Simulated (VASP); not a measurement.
**TaAs under changes of volume**

One of the cells (16.789 Å³/atom); the others are scaled copies at fixed shape and fractional positions:

```
Ta As
1.0
    -1.70583    1.70583    5.76987
     1.70583   -1.70583    5.76987
     1.70583    1.70583   -5.76987
Ta As
2 2
Cartesian
  0.0000 0.0000 5.7729
  1.7058 0.0000 2.8880
  0.0000 0.0000 0.9501
  0.0000 1.7058 3.8350
```

The cell is a database's computed one.

| Item | Value |
| --- | --- |
| Program | VASP 6.6.1 |
| Functional | LDA |
| Potentials or basis | VASP PAW LDA potentials, release 64 (Ta_pv, As) |
| Cutoff | 520 eV |
| k mesh | 10 × 10 × 10 |
| Occupations | fermi-dirac, width 0.05 eV |
| Spin | no spin polarisation |

```csv
volume (Å³/atom),energy over the lowest point (meV/atom),pressure (GPa),largest force (eV/Å)
16.118,17.92,8.9,0.038
16.454,4.25,4.2,0.023
16.789,0.00,-0.1,0.010
17.125,?,?,?
17.461,15.98,-7.3,0.013
```

**Question.** What does the run at 17.125 Å³/atom give?

**Answer.** Energy over the lowest point 4.20 meV/atom; pressure -3.9 GPa; largest force 0.002 eV/Å.

Worked out: A Birch-Murnaghan fit of order 2 (a polynomial in V^(-2/3)) to the other rows has its minimum at 16.79 Å³/atom with B0 = V·E''(V) = 202 GPa at fixed shape and positions, which overstates the stiffness. It gives 4.15 meV/atom at 17.125 Å³/atom, against the run's 4.20, and -dE/dV = -3.9 GPa, against -3.9.

Energies are extrapolated to zero smearing.
